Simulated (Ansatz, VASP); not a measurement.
**One calculation of Ca2Sc (Ca (100), 3 layers), two programs**

The input INCAR:

```
ALGO = Normal ; DIPOL = 0.5 0.5 0.500
EDIFF = 1E-6 ; ENCUT = 520
GGA = PE ; IDIPOL = 3
ISIF = 2 ; ISMEAR = -1
LASPH = True ; LCHARG = False
LDIPOL = True ; LREAL = False
LWAVE = False ; NBANDS = 22
NELM = 80 ; PREC = Accurate
SIGMA = 0.08
```

Contents of KPOINTS:

```
k-points
0
Gamma
  9 9 1
```

File POSCAR:

```
Ca2Sc
1.0
    3.9070577562      0.0000000000      0.0000000000
    0.0000000000      3.9070577562      0.0000000000
    0.0000000000      0.0000000000     25.5254000000
Ca Sc
2 1
Direct
    0.0000000000      0.0000000000      0.3949623065
    0.0000000000      0.0000000000      0.6050376925
    0.5000000000      0.5000000000      0.5000000010
```

Input for Ansatz:

```yaml
crystal:
  lattice:
    - [3.9070577562, 0.0, 0.0]
    - [0.0, 3.9070577562, 0.0]
    - [0.0, 0.0, 25.5254]
  atoms:
    - { symbol: Ca, position: [0.0, 0.0, 0.3949623065] }
    - { symbol: Sc, position: [0.5, 0.5, 0.500000001] }
    - { symbol: Ca, position: [0.0, 0.0, 0.6050376925] }
kpoints:
  mp_grid: { grid: [9, 9, 1] }
scf:
  occupations: { method: fermi_dirac, width: 0.08 }
hamiltonian:
  xc: pbe
  pseudopotentials: { kind: all_electron, lapw: { basis_error: 0.001 } }
output:
  forces: true
  stress: true
  eigenvalues: true
efield:
  axis: 3
  amplitude: 0
  dipole_correction: true
```

Alike in both runs: task single point; functional PBE; k mesh 9 × 9 × 1; occupations fermi-dirac, width 0.08 eV; no spin polarisation.

|  | VASP | Ansatz |
| --- | --- | --- |
| version | VASP 6.6.1 | Ansatz 0.2.0 |
| potentials or method | VASP PAW PBE potentials, release 64 (Ca_sv, Sc_sv) | all-electron LAPW, scalar-relativistic |
| plane-wave cutoff (eV) | 520 | see its input |

|  | VASP | Ansatz | Ansatz less VASP |
| --- | --- | --- | --- |
| rms of the force components (eV/Å) | 0.275 | 0.277 | +0.0020 |

Ansatz ran all-electron here, so the differences hold the error of VASP's frozen core and of both bases.
